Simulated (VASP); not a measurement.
Computed with PBE GGA, VASP's PBE PAW potentials (set 64) (plane waves; VASP).

Input for VASP

File POSCAR:
```
HfO2
1
   -0.0000000000     2.5313443957     2.5313443957
    2.5313443957     0.0000000000     2.5313443957
    2.5313443957     2.5313443957     0.0000000000
Hf O
1 2
Direct
  0.0000000000   0.0000000000   0.0000000000
  0.2500000000   0.2500000000   0.2500000000
  0.7500000000   0.7500000000   0.7500000000
```

### KPOINTS
```
Regular mesh
0
gamma
  7 7 7
```

**INCAR**
```
! general
SYSTEM   =  HfO2
PREC     =  Accurate
ENCUT    =  480
LREAL    =  F
LASPH    =  T

! electronic loop
EDIFF    =  1E-6
NELM     =  100
ALGO     =  Normal
LMAXMIX  =  6

! smearing
ISMEAR   =  0
SIGMA    =  0.05

! functional
GGA      =  PE

! ions
IBRION   =  2
NSW      =  60
ISIF     =  3
EDIFFG   =  -0.02

! output
LWAVE    =  F
LCHARG   =  F
```

POTCAR, in this order: Hf O (PBE.64 set). Program: vasp_std.

Output of the run:

OUTCAR:
```
 ion  position               nearest neighbor table
   1  0.000  0.000  0.000-   3 2.19   3 2.19   3 2.19   2 2.19   3 2.19   2 2.19   2 2.19   2 2.19
  LATTYP: Found a face centered cubic cell.
 ALAT       =     5.0626887914
 Subroutine PRICEL returns:
 Original cell was already a primitive cell.
 Subroutine GETGRP returns: Found 48 space group operations
The static configuration has the point symmetry O_h .
The dynamic configuration has the point symmetry O_h .
 Subroutine INISYM returns: Found 48 space group operations
 Subroutine IBZKPT returns following result:
 Found     20 irreducible k-points:

 Following reciprocal coordinates:
            Coordinates               Weight
  0.000000  0.000000  0.000000      1.000000
  0.142857  0.000000  0.000000      8.000000
  0.285714  0.000000  0.000000      8.000000
  0.428571  0.000000  0.000000      8.000000
  0.142857  0.142857  0.000000      6.000000
  0.285714  0.142857  0.000000     24.000000
  0.428571  0.142857  0.000000     24.000000
 -0.428571  0.142857  0.000000     24.000000
 -0.285714  0.142857  0.000000     24.000000
 -0.142857  0.142857  0.000000     12.000000
...
```

**OSZICAR**
```
       N       E                     dE             d eps       ncg     rms          rms(c)
DAV:   1     0.686238596538E+02    0.68624E+02   -0.78176E+03   480   0.114E+03
DAV:   2    -0.325206669199E+02   -0.10114E+03   -0.93944E+02   748   0.242E+02
DAV:   3    -0.361818277163E+02   -0.36612E+01   -0.36465E+01   620   0.499E+01
DAV:   4    -0.362072235523E+02   -0.25396E-01   -0.25385E-01   576   0.477E+00
DAV:   5    -0.362076191772E+02   -0.39562E-03   -0.39556E-03   620   0.510E-01    0.242E+01
DAV:   6    -0.305767311399E+02    0.56309E+01   -0.24989E+01   520   0.382E+01    0.115E+01
DAV:   7    -0.304080041743E+02    0.16873E+00   -0.43533E-01   580   0.651E+00    0.597E+00
DAV:   8    -0.303259223939E+02    0.82082E-01   -0.13108E-01   572   0.381E+00    0.321E-01
DAV:   9    -0.303259008549E+02    0.21539E-04   -0.68549E-03   644   0.653E-01    0.251E-01
DAV:  10    -0.303262918227E+02   -0.39097E-03   -0.20624E-03   556   0.388E-01    0.913E-02
DAV:  11    -0.303262310362E+02    0.60786E-04   -0.49429E-04   608   0.172E-01    0.188E-02
DAV:  12    -0.303262309328E+02    0.10346E-06   -0.16802E-05   580   0.367E-02    0.971E-03
DAV:  13    -0.303262304882E+02    0.44455E-06   -0.51980E-06   600   0.166E-02
   1 F= -.30326230E+02 E0= -.30326230E+02  d E =-.303262E+02
```

OUTCAR:
```
------------------------ aborting loop because EDIFF is reached ----------------------------------------
  FORCE on cell =-STRESS in cart. coord.  units (eV):
  Direction    XX          YY          ZZ          XY          YZ          ZX
  --------------------------------------------------------------------------------------
  Total       -0.0087059     -0.0087059     -0.0087059      0.0000000     -0.0000000     -0.0000000
  in kB       -0.4299737     -0.4299737     -0.4299737      0.0000000     -0.0000000     -0.0000000
  external PRESSURE =      -0.4299737 kB  Pullay stress =       0.0000000 kB
  volume of cell :       32.44
      direct lattice vectors                 reciprocal lattice vectors
     0.000000000  2.531344396  2.531344396    -0.197523498  0.197523498  0.197523498
     2.531344396  0.000000000  2.531344396     0.197523498 -0.197523498  0.197523498
     2.531344396  2.531344396  0.000000000     0.197523498  0.197523498 -0.197523498
 POSITION                                       TOTAL-FORCE (eV/Angst)
 -----------------------------------------------------------------------------------
      0.00000      0.00000      0.00000        -0.000000     -0.000000     -0.000000
      1.26567      1.26567      1.26567         0.000000      0.000000     -0.000000
      3.79702      3.79702      3.79702        -0.000000     -0.000000      0.000000
 -----------------------------------------------------------------------------------
    total drift:                                0.000000      0.000000      0.000000
  FREE ENERGIE OF THE ION-ELECTRON SYSTEM (eV)
  ---------------------------------------------------
  free  energy   TOTEN  =       -30.3262304882 eV

  energy  without entropy=      -30.3262304882  energy(sigma->0) =      -30.32623049

 reached required accuracy - stopping structural energy minimisation
```
(Selected blocks of OUTCAR.)

OUTCAR:
```
 val. band max:        4.4678044208   @ k =  -0.4286   0.4286   0.0000

 cond. band min:       8.3730621480   @ k =   0.0000   0.0000   0.0000


 Fermi energy:         4.7576856427

 k-point     1 :       0.0000    0.0000    0.0000
  band No.  band energies     occupation
      1     -14.1939      2.00000
      2     -11.1407      2.00000
      3      -0.8169      2.00000
      4      -0.8169      2.00000
      5      -0.8169      2.00000
      6       3.9451      2.00000
      7       3.9451      2.00000
      8       3.9451      2.00000
      9       8.3731      0.00000
     10       8.3731      0.00000
     11      10.4331      0.00000
     12      14.9372      0.00000

 k-point     2 :       0.1429    0.0000    0.0000
  band No.  band energies     occupation
      1     -13.9672      2.00000
      2     -11.3623      2.00000
      3      -0.6231      2.00000
      4      -0.6231      2.00000
      5      -0.2838      2.00000
      6       3.3689      2.00000
      7       3.5842      2.00000
      8       3.5842      2.00000
      9       8.7356      0.00000
     10       8.7356      0.00000
     11      11.1857      0.00000
     12      14.0827      0.00000

 k-point     3 :       0.2857    0.0000    0.0000
  band No.  band energies     occupation
      1     -13.4358      2.00000
      2     -11.7882      2.00000
      3      -0.1755      2.00000
      4      -0.1755      2.00000
      5       0.8628      2.00000
      6       2.3307      2.00000
      7       3.0065      2.00000
      8       3.0065      2.00000
      9       9.1630      0.00000
     10       9.1630      0.00000
     11      11.5284      0.00000
     12      13.9502      0.00000

 k-point     4 :       0.4286    0.0000    0.0000
  band No.  band energies     occupation
      1     -13.0109      2.00000
      2     -12.0450      2.00000
      3       0.1750      2.00000
      4       0.1750      2.00000
      5       1.6074      2.00000
      6       1.7010      2.00000
...
```

Unless said otherwise, spin-orbit coupling is left out, though it shifts the bands of the heavy elements here.

The compound is HfO2 in the fluorite structure, the high-temperature cubic form, which is unstable at 0 K; the monoclinic form is the stable one. It was relaxed first. The start is the result of an earlier pass.
